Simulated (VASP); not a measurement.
All values below come from r2SCAN meta-GGA, VASP's PBE PAW potentials (set 64) (plane waves; VASP).

VASP input:

### INCAR
```
ALGO = Normal
EDIFF = 1E-7
ENCUT = 400
ISIF = 2
ISMEAR = -5
LASPH = .True.
LCHARG = .False.
LEFG = .True.
LMAXMIX = 4
LMIXTAU = .True.
LORBIT = 11
LREAL = .False.
LWAVE = .False.
METAGGA = R2SCAN
NEDOS = 601
NELM = 100
PREC = Accurate
SYSTEM = Ge
```

### POSCAR
```
Ge
1.0
  2.5410058415  -4.0385415244   0.0000000000
  2.5410058415   4.0385415244   0.0000000000
  0.0000000000   0.0000000000   3.9495264511
Ge
4
direct
  0.3526202357   0.6473797643   0.6540449422
  0.6473797643   0.3526202357   0.3459550578
  0.8526202357   0.1473797643   0.8459550578
  0.1473797643   0.8526202357   0.1540449422
```

KPOINTS_OPT:
```
k-points along high-symmetry lines
5
Line-mode
Reciprocal
  0.000000   0.000000   0.000000 ! GAMMA
 -0.500000   0.500000   0.000000 ! Y

 -0.500000   0.500000   0.000000 ! Y
 -0.275003   0.724997   0.000000 ! C_0

  0.275003   0.275003   0.000000 ! SIGMA_0
  0.000000   0.000000   0.000000 ! GAMMA

  0.000000   0.000000   0.000000 ! GAMMA
  0.000000   0.000000   0.500000 ! Z

  0.000000   0.000000   0.500000 ! Z
  0.275003   0.275003   0.500000 ! A_0

 -0.275003   0.724997   0.500000 ! E_0
 -0.500000   0.500000   0.500000 ! T

 -0.500000   0.500000   0.500000 ! T
 -0.500000   0.500000   0.000000 ! Y

  0.000000   0.000000   0.000000 ! GAMMA
  0.000000   0.500000   0.000000 ! S

  0.000000   0.500000   0.000000 ! S
  0.000000   0.500000   0.500000 ! R

  0.000000   0.500000   0.500000 ! R
  0.000000   0.000000   0.500000 ! Z

  0.000000   0.000000   0.500000 ! Z
 -0.500000   0.500000   0.500000 ! T
```

File KPOINTS:
```
K-points
0
G
 8 8 9
```

POTCAR, in this order: Ge_d (PBE.64 set). Program: vasp_std.

What VASP printed:

### OSZICAR
```
       N       E                     dE             d eps       ncg     rms          rms(c)
DAV:   1     0.397790073544E+03    0.39779E+03   -0.25877E+04  7894   0.433E+03
DAV:   2     0.124597743230E+02   -0.38533E+03   -0.38072E+03  6938   0.748E+02
DAV:   3    -0.561104751293E+02   -0.68570E+02   -0.68062E+02  7952   0.201E+02
DAV:   4    -0.592904268784E+02   -0.31800E+01   -0.31635E+01  7807   0.518E+01
DAV:   5    -0.593542994413E+02   -0.63873E-01   -0.63663E-01  8253   0.805E+00    0.345E+00
DAV:   6    -0.540498414600E+02    0.53045E+01   -0.72521E-01  8138   0.132E+01    0.190E+00
DAV:   7    -0.524740053670E+02    0.15758E+01   -0.91453E-01  7480   0.830E+00    0.758E-01
DAV:   8    -0.538777482026E+02   -0.14037E+01   -0.48184E-01  7036   0.451E+00    0.421E-01
DAV:   9    -0.539316268934E+02   -0.53879E-01   -0.47820E-02  8162   0.142E+00    0.136E-01
DAV:  10    -0.539509068206E+02   -0.19280E-01   -0.42591E-02  7248   0.184E+00    0.956E-02
DAV:  11    -0.539581345989E+02   -0.72278E-02   -0.62118E-03  7203   0.488E-01    0.601E-02
DAV:  12    -0.539590712595E+02   -0.93666E-03   -0.11585E-03  7635   0.258E-01    0.253E-02
DAV:  13    -0.539604897907E+02   -0.14185E-02   -0.15034E-03  7044   0.266E-01    0.114E-02
DAV:  14    -0.539607001904E+02   -0.21040E-03   -0.19444E-04  7044   0.115E-01    0.701E-03
DAV:  15    -0.539607435047E+02   -0.43314E-04   -0.25794E-05  7976   0.350E-02    0.296E-03
DAV:  16    -0.539607510745E+02   -0.75698E-05   -0.74753E-06  7177   0.256E-02    0.936E-04
DAV:  17    -0.539607546175E+02   -0.35429E-05   -0.36740E-06  5595   0.145E-02    0.671E-04
DAV:  18    -0.539607552502E+02   -0.63271E-06   -0.18961E-07  6737   0.399E-03    0.325E-04
DAV:  19    -0.539607559807E+02   -0.73053E-06   -0.12213E-07  4798   0.240E-03    0.117E-04
DAV:  20    -0.539607558197E+02    0.16096E-06   -0.23792E-08  3647   0.142E-03    0.650E-05
DAV:  21    -0.539607557131E+02    0.10659E-06   -0.99537E-09  3591   0.859E-04    0.431E-05
DAV:  22    -0.539607557402E+02   -0.27028E-07   -0.16495E-09  3583   0.365E-04
   1 F= -.53960756E+02 E0= -.53960756E+02  d E =0.000000E+00
       N       E                     dE             ncg
```

File OUTCAR:
```
------------------------ aborting loop because EDIFF is reached ----------------------------------------
  FORCE on cell =-STRESS in cart. coord.  units (eV):
  Direction    XX          YY          ZZ          XY          YZ          ZX
  --------------------------------------------------------------------------------------
  Total       -0.3581607      0.1429634      0.0261436      0.0000000     -0.0000000      0.0000000
  in kB       -7.0791848      2.8257277      0.5167384      0.0000000     -0.0000000      0.0000000
  external PRESSURE =      -1.2455729 kB  Pullay stress =       0.0000000 kB
  volume of cell :       81.06
      direct lattice vectors                 reciprocal lattice vectors
     2.541005842 -4.038541524  0.000000000     0.196772472 -0.123807072  0.000000000
     2.541005842  4.038541524  0.000000000     0.196772472  0.123807072  0.000000000
     0.000000000  0.000000000  3.949526451     0.000000000  0.000000000  0.253194911
 POSITION                                       TOTAL-FORCE (eV/Angst)
 -----------------------------------------------------------------------------------
      2.54101      1.19040      2.58317         0.000000     -0.018710      0.035264
      2.54101     -1.19040      1.36636         0.000000      0.018710     -0.035264
      2.54101     -2.84814      3.34112         0.000000     -0.018710     -0.035264
      2.54101      2.84814      0.60840         0.000000      0.018710      0.035264
 -----------------------------------------------------------------------------------
    total drift:                                0.000000     -0.000000      0.000000
  FREE ENERGIE OF THE ION-ELECTRON SYSTEM (eV)
  ---------------------------------------------------
  free  energy   TOTEN  =       -53.9607557402 eV

  energy  without entropy=      -53.9607557402  energy(sigma->0) =      -53.96075574

 total charge

# of ion       s       p       d       tot
------------------------------------------
    1        1.176   1.092  10.023  12.291
    2        1.176   1.092  10.023  12.291
    3        1.176   1.092  10.023  12.291
    4        1.176   1.092  10.023  12.291
--------------------------------------------------
tot          4.704   4.366  40.094  49.164

 Electric field gradients after diagonalization (V/A^2)
 (convention: |V_zz| > |V_xx| > |V_yy|)
----------------------------------------------------------------------
 ion       V_xx      V_yy      V_zz     asymmetry (V_yy - V_xx)/ V_zz
----------------------------------------------------------------------
   1      31.208    13.659   -44.867       0.391
   2      31.208    13.659   -44.867       0.391
   3      31.208    13.659   -44.867       0.391
   4      31.208    13.659   -44.867       0.391
```
(Selected blocks of OUTCAR.)

OUTCAR:
```
 val. band max:        5.9245762124   @ k =   0.5000   0.0000   0.0000

 cond. band min:       5.3434182690   @ k =  -0.3750   0.3750   0.1111


 Fermi energy:         5.6377890837

 k-point     1 :       0.0000    0.0000    0.0000
  band No.  band energies     occupation
      1     -19.7401      2.00000
      2     -19.7343      2.00000
      3     -19.7043      2.00000
      4     -19.6357      2.00000
      5     -19.6150      2.00000
      6     -19.6084      2.00000
      7     -19.6047      2.00000
      8     -19.6010      2.00000
      9     -19.5957      2.00000
     10     -19.5831      2.00000
     11     -19.5555      2.00000
     12     -19.5543      2.00000
     13     -19.5260      2.00000
     14     -19.5225      2.00000
     15     -19.5146      2.00000
     16     -19.5035      2.00000
     17     -19.4894      2.00000
     18     -19.4644      2.00000
     19     -19.4558      2.00000
     20     -19.4034      2.00000
     21      -7.8170      2.00000
     22      -1.4794      2.00000
     23      -0.3276      2.00000
     24      -0.2806      2.00000
     25       1.2572      2.00000
     26       2.4286      2.00000
     27       3.2404      2.00000
     28       3.8164      2.00000
     29       5.6776      0.16137
     30       9.8055      0.00000
     31       9.9141      0.00000
     32      10.6845      0.00000
     33      10.8000      0.00000

 k-point     2 :       0.1250    0.0000    0.0000
  band No.  band energies     occupation
      1     -19.7362      2.00000
      2     -19.7326      2.00000
      3     -19.7024      2.00000
      4     -19.6345      2.00000
      5     -19.6294      2.00000
      6     -19.6153      2.00000
      7     -19.6077      2.00000
      8     -19.6025      2.00000
      9     -19.5908      2.00000
     10     -19.5693      2.00000
     11     -19.5671      2.00000
     12     -19.5584      2.00000
     13     -19.5260      2.00000
     14     -19.5149      2.00000
     15     -19.5104      2.00000
...
```

For a metal the tetrahedron method with Blöchl corrections gives inexact stress and forces.

The structure was generated: Ge was put into the black-P type (Cmce), which need not be its known phase. It was relaxed first, which changed the volume by -15 %.
